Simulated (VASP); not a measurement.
Data:

```yaml
crystal:
  lattice:
    - [0.00000, 2.89486, 2.89486]
    - [2.89486, 0.00000, 2.89486]
    - [2.89486, 2.89486, 0.00000]
  atoms:
    - { symbol: Cd, position: [0.00000, 0.00000, 0.00000] }
    - { symbol: Te, position: [0.25000, 0.25000, 0.25000] }
```

Calculation: LDA (Ceperley-Alder, Perdew-Zunger), VASP's LDA PAW potentials (set 64) (plane waves; VASP). Run with 500 eV cut-off, 8×8×8 Γ-centred mesh, Gaussian smearing of 0.050 eV, potentials Cd Te.

Unless said otherwise, spin-orbit coupling is left out, though it shifts the bands of the heavy elements here.

Problem. What does the run give for the energy per atom (σ→0), pressure, band gap (on the k-mesh) with the smallest direct gap where there is one?

Solution. 
- band gap (on the k-mesh): 1.51 eV
- smallest direct gap (on the k-mesh): 1.61 eV
- energy per atom (σ→0): -2.409 eV/atom
- pressure: 30.11 GPa

The absolute energy has meaning only against runs of the same code, potentials and settings.

The compound is CdTe in the zinc blende structure. It was relaxed first under an external pressure of 30 GPa.
